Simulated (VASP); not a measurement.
Calculation: MS2 meta-GGA, VASP's PBE PAW potentials (set 64) (plane waves; VASP).

The input files of a VASP run:

File KPOINTS:
```
Regular mesh
0
Gamma
  11 11 11
```

INCAR:
```
ALGO = Normal   ! blocked Davidson
ISIF = 2   ! forces and stress, cell fixed
LASPH = .TRUE.   ! aspherical one-centre terms
ISMEAR = 0   ! Gaussian
EDIFF = 1E-7
SYSTEM = LiF
ENCUT = 520
METAGGA = MS2
LCHARG = .FALSE.
LWAVE = .FALSE.
LMIXTAU = .TRUE.
LREAL = .FALSE.   ! projection in real space or not
PREC = Accurate
SIGMA = 0.05
NELM = 100
```

POSCAR:
```
LiF
3.8891910
  0.0000000000   0.4999999894   0.4999999894
  0.4999999894   0.0000000000   0.4999999894
  0.4999999894   0.4999999894   0.0000000000
Li F
1 1
direct
  0.0000000000   0.0000000000   0.0000000000
  0.5000000000   0.5000000000   0.5000000000
```

POTCAR, in this order: Li_sv F (PBE.64 set). Program: vasp_std.

Output of the run:

**OUTCAR**
```
 ion  position               nearest neighbor table
   1  0.000  0.000  0.000-   2 1.94   2 1.94   2 1.94   2 1.94   2 1.94   2 1.94
   2  0.500  0.500  0.500-   1 1.94   1 1.94   1 1.94   1 1.94   1 1.94   1 1.94
  LATTYP: Found a face centered cubic cell.
 ALAT       =     3.8891909176
 Subroutine PRICEL returns:
 Original cell was already a primitive cell.
 Subroutine GETGRP returns: Found 48 space group operations
The static configuration has the point symmetry O_h .
The dynamic configuration has the point symmetry O_h .
 Subroutine INISYM returns: Found 48 space group operations
 Subroutine IBZKPT returns following result:
 Found     56 irreducible k-points:

 Following reciprocal coordinates:
            Coordinates               Weight
  0.000000  0.000000  0.000000      1.000000
  0.090909  0.000000  0.000000      8.000000
  0.181818  0.000000  0.000000      8.000000
  0.272727  0.000000  0.000000      8.000000
  0.363636  0.000000  0.000000      8.000000
  0.454545  0.000000  0.000000      8.000000
  0.090909  0.090909  0.000000      6.000000
  0.181818  0.090909  0.000000     24.000000
  0.272727  0.090909  0.000000     24.000000
  0.363636  0.090909  0.000000     24.000000
  0.454545  0.090909  0.000000     24.000000
 -0.454545  0.090909  0.000000     24.000000
 -0.363636  0.090909  0.000000     24.000000
 -0.272727  0.090909  0.000000     24.000000
 -0.181818  0.090909  0.000000     24.000000
 -0.090909  0.090909  0.000000     12.000000
  0.181818  0.181818  0.000000      6.000000
  0.272727  0.181818  0.000000     24.000000
  0.363636  0.181818  0.000000     24.000000
  0.454545  0.181818  0.000000     24.000000
 -0.454545  0.181818  0.000000     24.000000
 -0.363636  0.181818  0.000000     24.000000
 -0.272727  0.181818  0.000000     24.000000
 -0.181818  0.181818  0.000000     12.000000
  0.272727  0.272727  0.000000      6.000000
  0.363636  0.272727  0.000000     24.000000
  0.454545  0.272727  0.000000     24.000000
 -0.454545  0.272727  0.000000     24.000000
 -0.363636  0.272727  0.000000     24.000000
 -0.272727  0.272727  0.000000     12.000000
  0.363636  0.363636  0.000000      6.000000
  0.454545  0.363636  0.000000     24.000000
 -0.454545  0.363636  0.000000     24.000000
 -0.363636  0.363636  0.000000     12.000000
  0.454545  0.454545  0.000000      6.000000
 -0.454545  0.454545  0.000000     12.000000
  0.272727  0.181818  0.090909     24.000000
  0.363636  0.181818  0.090909     48.000000
  0.454545  0.181818  0.090909     48.000000
 -0.454545  0.181818  0.090909     48.000000
   k-points           NKPTS =     56   k-points in BZ     NKDIM =     56   number of bands    NBANDS=      9
   number of dos      NEDOS =    301   number of ions     NIONS =      2
   total plane-waves  NPLWV =   8000
   dimension x,y,z NGX =    20 NGY =   20 NGZ =   20
   dimension x,y,z NGXF=    40 NGYF=   40 NGZF=   40
   ions per type =               1   1
   PREC   = accura    normal or accurate (medium, high low for compatibility)
   ISTART =      0    job   : 0-new  1-cont  2-samecut
   ICHARG =      2    charge: 1-file 2-atom 10-const
   ISPIN  =      1    spin polarized calculation?
   LNONCOLLINEAR =      F non collinear calculations
   LSORBIT =      F    spin-orbit coupling
   INIWAV =      1    electr: 0-lowe 1-rand  2-diag
   ENCUT  =  520.0 eV  38.22 Ry    6.18 a.u.   5.11  5.11  5.11*2*pi/ulx,y,z
   NELM   =    100;   NELMIN=  2; NELMDL= -5     # of ELM steps
   EDIFF  = 0.1E-06   stopping-criterion for ELM
   LREAL  =      F    real-space projection
   NLSPLINE    = F    spline interpolate recip. space projectors
   LMAXMIX     =    2 max onsite mixed and CHGCAR
...
```

File OSZICAR:
```
       N       E                     dE             d eps       ncg     rms          rms(c)
DAV:   1     0.217621357358E+02    0.21762E+02   -0.57260E+03  1064   0.110E+03
DAV:   2    -0.159511006316E+02   -0.37713E+02   -0.36879E+02  1103   0.207E+02
DAV:   3    -0.167618597308E+02   -0.81076E+00   -0.80937E+00  1336   0.277E+01
DAV:   4    -0.167686342488E+02   -0.67745E-02   -0.67678E-02  1319   0.241E+00
DAV:   5    -0.167687180201E+02   -0.83771E-04   -0.83768E-04  1366   0.159E-01    0.399E+00
DAV:   6    -0.133486623805E+02    0.34201E+01   -0.13747E+00  1157   0.195E+01    0.220E+00
DAV:   7    -0.171544990694E+02   -0.38058E+01   -0.97350E+00  1009   0.338E+01    0.517E+00
DAV:   8    -0.146183614077E+02    0.25361E+01   -0.12406E+00  1008   0.121E+01    0.331E+00
DAV:   9    -0.145595698317E+02    0.58792E-01   -0.42432E-01  1026   0.660E+00    0.500E+00
DAV:  10    -0.145343989173E+02    0.25171E-01   -0.77440E-01  1008   0.117E+01    0.187E+00
DAV:  11    -0.130060522852E+02    0.15283E+01   -0.13396E+00  1009   0.110E+01    0.882E-01
DAV:  12    -0.130174699605E+02   -0.11418E-01   -0.23350E-02  1240   0.158E+00    0.419E-01
DAV:  13    -0.130521129779E+02   -0.34643E-01   -0.23419E-02  1008   0.173E+00    0.146E-01
DAV:  14    -0.130551510626E+02   -0.30381E-02   -0.24383E-03  1095   0.651E-01    0.671E-02
DAV:  15    -0.130554926875E+02   -0.34162E-03   -0.68281E-04  1312   0.306E-01    0.129E-02
DAV:  16    -0.130557639116E+02   -0.27122E-03   -0.84241E-05  1059   0.112E-01    0.330E-02
DAV:  17    -0.130558651218E+02   -0.10121E-03   -0.35284E-05  1093   0.778E-02    0.183E-02
DAV:  18    -0.130559143834E+02   -0.49262E-04   -0.43641E-05  1017   0.820E-02    0.185E-03
DAV:  19    -0.130559155761E+02   -0.11927E-05   -0.11834E-06  1317   0.169E-02    0.642E-04
DAV:  20    -0.130559146784E+02    0.89773E-06   -0.48689E-07  1193   0.961E-03    0.659E-04
DAV:  21    -0.130559161796E+02   -0.15013E-05   -0.18086E-07  1179   0.566E-03    0.466E-04
DAV:  22    -0.130559165416E+02   -0.36199E-06   -0.13400E-08  1109   0.169E-03    0.508E-04
DAV:  23    -0.130559166534E+02   -0.11184E-06   -0.23326E-09   537   0.655E-04    0.409E-04
DAV:  24    -0.130559165960E+02    0.57426E-07   -0.21378E-08   521   0.164E-03
   1 F= -.13055917E+02 E0= -.13055917E+02  d E =-.137928E-33
```

OUTCAR:
```
------------------------ aborting loop because EDIFF is reached ----------------------------------------
  FORCE on cell =-STRESS in cart. coord.  units (eV):
  Direction    XX          YY          ZZ          XY          YZ          ZX
  --------------------------------------------------------------------------------------
  Total        0.5362849      0.5362849      0.5362849      0.0000000     -0.0000000      0.0000000
  in kB       58.4236051     58.4236051     58.4236051      0.0000000     -0.0000000      0.0000000
  external PRESSURE =      58.4236051 kB  Pullay stress =       0.0000000 kB
  volume of cell :       14.71
      direct lattice vectors                 reciprocal lattice vectors
     0.000000000  1.944595459  1.944595459    -0.257122888  0.257122888  0.257122888
     1.944595459  0.000000000  1.944595459     0.257122888 -0.257122888  0.257122888
     1.944595459  1.944595459  0.000000000     0.257122888  0.257122888 -0.257122888
  FREE ENERGIE OF THE ION-ELECTRON SYSTEM (eV)
  ---------------------------------------------------
  free  energy   TOTEN  =       -13.0559165960 eV

  energy  without entropy=      -13.0559165960  energy(sigma->0) =      -13.05591660
```
(Selected blocks of OUTCAR.)

The compound is LiF in the rock salt structure. This cell is one point of a volume scan, at 0.94 of the reference volume.
